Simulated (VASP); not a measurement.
These are LDA (Ceperley-Alder, Perdew-Zunger), VASP's LDA PAW potentials (set 64) (plane waves; VASP) values and carry that method's errors.

VASP input:

### KPOINTS
```
kpoints
0
gamma
  9 9 9
```

**INCAR**
```
ALGO = Normal
EDIFF = 1E-6
EDIFFG = -0.02
ENCUT = 620
IBRION = 2
ISIF = 3
ISMEAR = 1
LASPH = T
LCHARG = F
LMAXMIX = 4
LREAL = F
LWAVE = F
NELM = 100
NSW = 40
PREC = Accurate
PSTRESS = 450
SIGMA = 0.1
SYSTEM = SrVO3
```

POSCAR:
```
SrVO3
1.0
  3.5972576297   0.0000000000   0.0000000000
  0.0000000000   3.5972576297   0.0000000000
  0.0000000000   0.0000000000   3.5972576297
Sr V O
1 1 3
Direct
  0.0000000000   0.0000000000   0.0000000000
  0.5000000000   0.5000000000   0.5000000000
  0.5000000000   0.0000000000   0.5000000000
  0.0000000000   0.5000000000   0.5000000000
  0.5000000000   0.5000000000   0.0000000000
```

POTCAR, in this order: Sr_sv V_sv O (LDA.64 set). Program: vasp_std.

The run wrote:

File OUTCAR:
```
 ion  position               nearest neighbor table
   1  0.000  0.000  0.000-   3 2.54   4 2.54   5 2.54   3 2.54   4 2.54   4 2.54   5 2.54   4 2.54
                             3 2.54   5 2.54   3 2.54   5 2.54   2 3.12   2 3.12   2 3.12   2 3.12
   2  0.500  0.500  0.500-   3 1.80   4 1.80   5 1.80   5 1.80   3 1.80   4 1.80   1 3.12   1 3.12
                             1 3.12   1 3.12   1 3.12   1 3.12   1 3.12   1 3.12
   3  0.500  0.000  0.500-   2 1.80   2 1.80   1 2.54   1 2.54   1 2.54   1 2.54
   4  0.000  0.500  0.500-   2 1.80   2 1.80   1 2.54   1 2.54   1 2.54   1 2.54
   5  0.500  0.500  0.000-   2 1.80   2 1.80   1 2.54   1 2.54   1 2.54   1 2.54
  LATTYP: Found a simple cubic cell.
 ALAT       =     3.5972576297
 Subroutine PRICEL returns:
 Original cell was already a primitive cell.
 Subroutine GETGRP returns: Found 48 space group operations
The static configuration has the point symmetry O_h .
The dynamic configuration has the point symmetry O_h .
 Subroutine INISYM returns: Found 48 space group operations
 Subroutine IBZKPT returns following result:
 Found     35 irreducible k-points:

 Following reciprocal coordinates:
            Coordinates               Weight
  0.000000  0.000000  0.000000      1.000000
  0.111111  0.000000  0.000000      6.000000
  0.222222  0.000000  0.000000      6.000000
  0.333333  0.000000  0.000000      6.000000
...
```

File OSZICAR:
```
       N       E                     dE             d eps       ncg     rms          rms(c)
DAV:   1     0.506723674733E+03    0.50672E+03   -0.26951E+04  1680   0.212E+03
DAV:   2    -0.202568777871E+02   -0.52698E+03   -0.52184E+03  2032   0.551E+02
DAV:   3    -0.513913734431E+02   -0.31134E+02   -0.30963E+02  1800   0.142E+02
DAV:   4    -0.523913787065E+02   -0.10000E+01   -0.99460E+00  2880   0.220E+01
DAV:   5    -0.524021838437E+02   -0.10805E-01   -0.10795E-01  1912   0.177E+00    0.598E+01
DAV:   6    -0.435253970507E+02    0.88768E+01   -0.76495E+01  2376   0.806E+01    0.251E+01
DAV:   7    -0.431284957662E+02    0.39690E+00   -0.16968E+01  1968   0.425E+01    0.248E+01
DAV:   8    -0.427528156988E+02    0.37568E+00   -0.31133E+00  1984   0.189E+01    0.315E+00
DAV:   9    -0.427329961219E+02    0.19820E-01   -0.22154E-01  2080   0.484E+00    0.512E-01
DAV:  10    -0.427338227498E+02   -0.82663E-03   -0.12477E-02  2344   0.754E-01    0.209E-01
DAV:  11    -0.427337844141E+02    0.38336E-04   -0.44229E-04  2400   0.185E-01    0.120E-01
DAV:  12    -0.427337665373E+02    0.17877E-04   -0.95547E-05  2200   0.808E-02    0.240E-02
DAV:  13    -0.427337667478E+02   -0.21051E-06   -0.14299E-05  2448   0.362E-02    0.215E-02
DAV:  14    -0.427337661511E+02    0.59670E-06   -0.26328E-06  1656   0.189E-02
   1 F= -.29659523E+02 E0= -.29658388E+02  d E =-.296595E+02
```

### OUTCAR
```
------------------------ aborting loop because EDIFF is reached ----------------------------------------
  FORCE on cell =-STRESS in cart. coord.  units (eV):
  Direction    XX          YY          ZZ          XY          YZ          ZX
  --------------------------------------------------------------------------------------
  Total       13.0934752     13.0934752     13.0934752      0.0000000      0.0000000     -0.0000000
  in kB      450.6619420    450.6619420    450.6619420      0.0000000      0.0000000     -0.0000000
  external PRESSURE =       0.6619420 kB  Pullay stress =     450.0000000 kB
  volume of cell :       46.55
      direct lattice vectors                 reciprocal lattice vectors
     3.597257630  0.000000000  0.000000000     0.277989542  0.000000000  0.000000000
     0.000000000  3.597257630  0.000000000     0.000000000  0.277989542  0.000000000
     0.000000000  0.000000000  3.597257630     0.000000000  0.000000000  0.277989542
 POSITION                                       TOTAL-FORCE (eV/Angst)
 -----------------------------------------------------------------------------------
      0.00000      0.00000      0.00000         0.000000      0.000000      0.000000
      1.79863      1.79863      1.79863         0.000000      0.000000      0.000000
      1.79863      0.00000      1.79863         0.000000      0.000000      0.000000
      0.00000      1.79863      1.79863         0.000000      0.000000      0.000000
      1.79863      1.79863      0.00000         0.000000      0.000000      0.000000
 -----------------------------------------------------------------------------------
    total drift:                                0.000000      0.000000     -0.000000
  FREE ENERGIE OF THE ION-ELECTRON SYSTEM (eV)
  ---------------------------------------------------
  free  energy   TOTEN  =       -42.7337661511 eV

  energy  without entropy=      -42.7303601696  energy(sigma->0) =      -42.73263082
  enthalpy is  TOTEN    =       -29.6595229710 eV   P V=       13.0742431801

 reached required accuracy - stopping structural energy minimisation
```
(Selected blocks of OUTCAR.)

The compound is SrVO3 in the cubic perovskite structure. It was relaxed first under an external pressure of 45 GPa. The run is not spin-polarised, so no magnetic state was tried. The electron count is odd and the run is not spin-polarised, which forces a metal.
